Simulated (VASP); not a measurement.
VASP ran on this input.

File POSCAR:
```
BN
1
    0.0000000000     1.7917979681     1.7917979681
    1.7917979681     0.0000000000     1.7917979681
    1.7917979681     1.7917979681     0.0000000000
B N
1 1
Direct
  0.0000000000   0.0000000000   0.0000000000
  0.2500000000   0.2500000000   0.2500000000
```

File KPOINTS:
```
Automatic mesh
0
G
 13 13 13
```

INCAR:
```
ALGO = Normal
EDIFF = 1E-6
EDIFFG = -0.02
ENCUT = 620
IBRION = 2
ISIF = 3
ISMEAR = 0
LASPH = .True.
LCHARG = .False.
LREAL = .False.
LWAVE = .False.
NELM = 100
NSW = 40
PREC = Accurate
PSTRESS = 50
SIGMA = 0.05
SYSTEM = BN
```

POTCAR, in this order: B N (LDA.64 set). Program: vasp_std.

Q: Write an equivalent input for Quantum ESPRESSO's pw.x.

A: One equivalent input (not run):
```
&CONTROL
  calculation = 'vc-relax'
  pseudo_dir = './pseudo'
  outdir = './out'
  tprnfor = .true.
  tstress = .true.
  nstep = 40
  forc_conv_thr = 0.00078
/
&SYSTEM
  ibrav = 0
  nat = 2
  ntyp = 2
  ecutwfc = 84
  occupations = 'smearing'
  smearing = 'gaussian'
  degauss = 0.003675
  input_dft = 'pz'
/
&ELECTRONS
  conv_thr = 7.3e-08
  electron_maxstep = 100
/
&IONS
/
&CELL
  press = 50
/
ATOMIC_SPECIES
  B 10.810 B.upf
  N 14.007 N.upf
CELL_PARAMETERS angstrom
     0.0000000    1.7917980    1.7917980
     1.7917980    0.0000000    1.7917980
     1.7917980    1.7917980    0.0000000
ATOMIC_POSITIONS crystal
  B    0.0000000  0.0000000  0.0000000
  N    0.2500000  0.2500000  0.2500000
K_POINTS automatic
  13 13 13 0 0 0
```
Limits of the translation: the potentials are each code's own (VASP's PAW set, PseudoDojo norm-conserving files in pw.x), so ENCUT and ecutwfc are chosen apart and not converted; conv_thr bounds pw.x's estimated SCF error, while EDIFF bounds the energy change between steps; forc_conv_thr acts on force components and is met together with etot_conv_thr.

The compound is BN in the zinc blende structure. This run relaxes it under an external pressure of 5 GPa. Symmetry was kept, so distortions that lower it aren't found.
